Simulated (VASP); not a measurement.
These are LDA (Ceperley-Alder, Perdew-Zunger), VASP's LDA PAW potentials (set 64) (plane waves; VASP) values and carry that method's errors.

A VASP calculation is set up with these files.

File KPOINTS:
```
Regular mesh
0
G
10 10 10
0 0 0
```

**INCAR**
```
SYSTEM = BAs
PREC = Accurate
ENCUT = 620
EDIFF = 1E-6
NELM = 100
ALGO = Normal
LREAL = .FALSE.
LASPH = .TRUE.
ISMEAR = 0
SIGMA = 0.05
LMAXMIX = 4
LWAVE = .FALSE.
LCHARG = .FALSE.
IBRION = 2
ISIF = 3
NSW = 40
EDIFFG = -0.02
PSTRESS = 50
```

POSCAR:
```
BAs
1
    0.0000000000     2.3462696296     2.3462696296
    2.3462696296    -0.0000000000     2.3462696296
    2.3462696296     2.3462696296    -0.0000000000
B As
1 1
Direct
  0.0000000000   0.0000000000   0.0000000000
  0.2500000000   0.2500000000   0.2500000000
```

POTCAR, in this order: B As (LDA.64 set). Program: vasp_std.

The resulting files:

### OUTCAR
```
 ion  position               nearest neighbor table
   1  0.000  0.000  0.000-   2 2.03   2 2.03   2 2.03   2 2.03
   2  0.250  0.250  0.250-   1 2.03   1 2.03   1 2.03   1 2.03
  LATTYP: Found a face centered cubic cell.
 ALAT       =     4.6925392592
 Subroutine PRICEL returns:
 Original cell was already a primitive cell.
 Subroutine GETGRP returns: Found 24 space group operations
The static configuration has the point symmetry T_d .
The dynamic configuration has the point symmetry T_d .
 Subroutine INISYM returns: Found 24 space group operations
 Subroutine IBZKPT returns following result:
 Found     47 irreducible k-points:

 Following reciprocal coordinates:
            Coordinates               Weight
  0.000000  0.000000  0.000000      1.000000
  0.100000  0.000000  0.000000      8.000000
  0.200000  0.000000  0.000000      8.000000
  0.300000  0.000000  0.000000      8.000000
  0.400000  0.000000  0.000000      8.000000
  0.500000  0.000000  0.000000      4.000000
  0.100000  0.100000  0.000000      6.000000
  0.200000  0.100000  0.000000     24.000000
  0.300000  0.100000  0.000000     24.000000
  0.400000  0.100000  0.000000     24.000000
  0.500000  0.100000  0.000000     24.000000
 -0.400000  0.100000  0.000000     24.000000
 -0.300000  0.100000  0.000000     24.000000
 -0.200000  0.100000  0.000000     24.000000
 -0.100000  0.100000  0.000000     12.000000
  0.200000  0.200000  0.000000      6.000000
  0.300000  0.200000  0.000000     24.000000
  0.400000  0.200000  0.000000     24.000000
  0.500000  0.200000  0.000000     24.000000
 -0.400000  0.200000  0.000000     24.000000
 -0.300000  0.200000  0.000000     24.000000
 -0.200000  0.200000  0.000000     12.000000
  0.300000  0.300000  0.000000      6.000000
  0.400000  0.300000  0.000000     24.000000
...
```

File OSZICAR:
```
       N       E                     dE             d eps       ncg     rms          rms(c)
DAV:   1     0.168650899499E+02    0.16865E+02   -0.45420E+03   752   0.103E+03
DAV:   2    -0.133521855636E+02   -0.30217E+02   -0.29101E+02  1152   0.121E+02
DAV:   3    -0.137563516268E+02   -0.40417E+00   -0.40417E+00   840   0.188E+01
DAV:   4    -0.137569465879E+02   -0.59496E-03   -0.59496E-03  1160   0.797E-01
DAV:   5    -0.137569467472E+02   -0.15928E-06   -0.15928E-06   800   0.947E-03    0.543E+00
DAV:   6    -0.130244505099E+02    0.73250E+00   -0.21930E+00   776   0.778E+00    0.260E+00
DAV:   7    -0.129288918080E+02    0.95559E-01   -0.26237E-01  1056   0.311E+00    0.892E-01
DAV:   8    -0.129148209083E+02    0.14071E-01   -0.28002E-02   888   0.107E+00    0.126E-01
DAV:   9    -0.129148322655E+02   -0.11357E-04   -0.57788E-04  1032   0.203E-01    0.686E-02
DAV:  10    -0.129148360449E+02   -0.37793E-05   -0.10882E-04   784   0.684E-02    0.171E-02
DAV:  11    -0.129148370332E+02   -0.98837E-06   -0.15509E-06  1056   0.130E-02
   1 F= -.12108673E+02 E0= -.12108673E+02  d E =-.121087E+02
```

### OUTCAR
```
------------------------ aborting loop because EDIFF is reached ----------------------------------------
  FORCE on cell =-STRESS in cart. coord.  units (eV):
  Direction    XX          YY          ZZ          XY          YZ          ZX
  --------------------------------------------------------------------------------------
  Total        0.8053309      0.8053309      0.8053309     -0.0000000      0.0000000      0.0000000
  in kB       49.9483583     49.9483583     49.9483583     -0.0000000      0.0000000      0.0000000
  external PRESSURE =      -0.0516417 kB  Pullay stress =      50.0000000 kB
  volume of cell :       25.83
      direct lattice vectors                 reciprocal lattice vectors
     0.000000000  2.346269630  2.346269630    -0.213104237  0.213104237  0.213104237
     2.346269630  0.000000000  2.346269630     0.213104237 -0.213104237  0.213104237
     2.346269630  2.346269630  0.000000000     0.213104237  0.213104237 -0.213104237
  FREE ENERGIE OF THE ION-ELECTRON SYSTEM (eV)
  ---------------------------------------------------
  free  energy   TOTEN  =       -12.9148370332 eV

  energy  without entropy=      -12.9148370332  energy(sigma->0) =      -12.91483703
  enthalpy is  TOTEN    =       -12.1086734520 eV   P V=        0.8061635813

 reached required accuracy - stopping structural energy minimisation
```
(Selected blocks of OUTCAR.)

**OUTCAR**
```
 val. band max:        6.7740383442   @ k =   0.0000   0.0000   0.0000

 cond. band min:       7.8480022319   @ k =   0.4000   0.4000   0.0000


 Fermi energy:         7.0435472976

 k-point     1 :       0.0000    0.0000    0.0000
  band No.  band energies     occupation
      1      -9.0985      2.00000
      2       6.7740      2.00000
      3       6.7740      2.00000
      4       6.7740      2.00000
      5      10.0943      0.00000
      6      10.0943      0.00000
      7      10.0943      0.00000
      8      12.1604      0.00000

 k-point     2 :       0.1000    0.0000    0.0000
  band No.  band energies     occupation
      1      -8.9266      2.00000
      2       5.3512      2.00000
      3       6.4536      2.00000
      4       6.4536      2.00000
      5      10.3365      0.00000
      6      10.5134      0.00000
      7      10.5134      0.00000
      8      12.9091      0.00000

 k-point     3 :       0.2000    0.0000    0.0000
  band No.  band energies     occupation
      1      -8.4188      2.00000
      2       2.9045      2.00000
      3       5.8493      2.00000
      4       5.8493      2.00000
      5      10.2245      0.00000
      6      11.2556      0.00000
      7      11.2556      0.00000
      8      14.3405      0.00000

 k-point     4 :       0.3000    0.0000    0.0000
  band No.  band energies     occupation
      1      -7.6098      2.00000
      2       0.5157      2.00000
      3       5.3186      2.00000
      4       5.3186      2.00000
      5      10.0011      0.00000
      6      11.6441      0.00000
      7      11.6441      0.00000
      8      15.3805      0.00000

 k-point     5 :       0.4000    0.0000    0.0000
  band No.  band energies     occupation
      1      -6.6298      2.00000
      2      -1.4582      2.00000
      3       4.9794      2.00000
      4       4.9794      2.00000
      5       9.8452      0.00000
      6      11.6394      0.00000
      7      11.6394      0.00000
...
```

The compound is BAs in the zinc blende structure. It was relaxed first under an external pressure of 5 GPa.
